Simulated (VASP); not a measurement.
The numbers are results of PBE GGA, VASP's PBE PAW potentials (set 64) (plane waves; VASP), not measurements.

A VASP calculation is set up with these files.

KPOINTS:
```
K-points
0
gamma
 14 14 8
```

**POSCAR**
```
Ru
1
    1.3550000000    -2.3469290000     0.0000000000
    1.3550000000     2.3469290000     0.0000000000
    0.0000000000     0.0000000000     4.2800000000
Ru
2
Direct
  0.3333330000   0.6666670000   0.2500000000
  0.6666670000   0.3333330000   0.7500000000
```

**INCAR**
```
SYSTEM  =  Ru
PREC  =  Accurate; ENCUT  =  480; LREAL  =  .FALSE.
LASPH  =  .TRUE.
EDIFF  =  1E-6; NELM  =  100; ALGO  =  Normal
LMAXMIX  =  4
ISMEAR  =  1; SIGMA  =  0.1
GGA  =  PE
IBRION  =  2; NSW  =  60; ISIF  =  3
EDIFFG  =  -0.01
LWAVE  =  .FALSE.; LCHARG  =  .FALSE.
```

POTCAR, in this order: Ru (PBE.64 set). Program: vasp_std.

What will the output report for the number of irreducible k-points (NKPTS), largest plane-wave count, number of space-group operations, FFT grid (NGX, NGY, NGZ)?

```
Quantity                                      Result
--------------------------------------  ------------
number of irreducible k-points (NKPTS)           120
largest plane-wave count                         671
number of space-group operations                  24
FFT grid (NGX, NGY, NGZ)                20 × 20 × 32
```

The compound is Ru in the hcp structure. This run relaxes it. Symmetry was kept, so distortions that lower it aren't found.
